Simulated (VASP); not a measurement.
Data:

```
CELL_PARAMETERS angstrom
      0.00000     3.00307     3.00307
      3.00307     0.00000     3.00307
      3.00307     3.00307     0.00000
ATOMIC_POSITIONS crystal
  Pb 0.00000 0.00000 0.00000
  Se 0.50000 0.50000 0.50000
```

Level of theory: PBE GGA with D4 dispersion, VASP's PBE PAW potentials (set 64) (plane waves; VASP). Settings: 520 eV cut-off, 8×8×8 Γ-centred mesh, Gaussian smearing of 0.050 eV, potentials Pb_d Se.

Unless said otherwise, spin-orbit coupling is left out, though it shifts the bands of the heavy elements here.

Task: Predict the energy per atom (σ→0), pressure, band gap (on the k-mesh) with the smallest direct gap where there is one.

Result: 
```
Item                                         Result
-----------------------------------  --------------
band gap (on the k-mesh)                    0.08 eV
smallest direct gap (on the k-mesh)         0.08 eV
energy per atom (σ→0)                -4.469 eV/atom
pressure                                   3.70 GPa
```

The compound is PbSe in the rock salt structure. This cell is one point of a volume scan, at 0.94 of the reference volume.
